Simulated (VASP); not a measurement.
Given:

```
Mg2Sn
1.0
    0.00000     3.38087     3.38087
    3.38087     0.00000     3.38087
    3.38087     3.38087     0.00000
Mg Sn
2 1
Direct
  0.25000   0.25000   0.25000
  0.75000   0.75000   0.75000
  0.00000   0.00000   0.00000
```

Level of theory: optB86b-vdW, VASP's PBE PAW potentials (set 64) (plane waves; VASP). Run with 520 eV cut-off, Gaussian smearing of 0.050 eV, potentials Mg Sn_d.

**Question.** Give the energies of bands 7 to 12 at the high-symmetry points, in eV from the Fermi level.

**Answer.** 
```
band     Γ      X      U      L      W
----  ----  -----  -----  -----  -----
7     0.04  -4.52  -4.11  -4.74  -3.71
8     0.04  -2.04  -3.47  -0.78  -3.71
9     0.04  -2.04  -1.72  -0.78  -2.63
10    1.47  -0.06   0.47   0.74   2.72
11    2.24   0.25   2.68   2.31   3.05
12    2.24   7.28   5.39   2.31   3.05
```

It has no gap at this level: it comes out as a metal or semimetal.

Measured: gap 0.36 eV (computed value off by -0.36 eV), as given by Byungki Ryu et al., Journal of the Korean Physical Society (2019), arXiv:1905.06140.

The compound is Mg2Sn in the antifluorite structure. It was relaxed first.
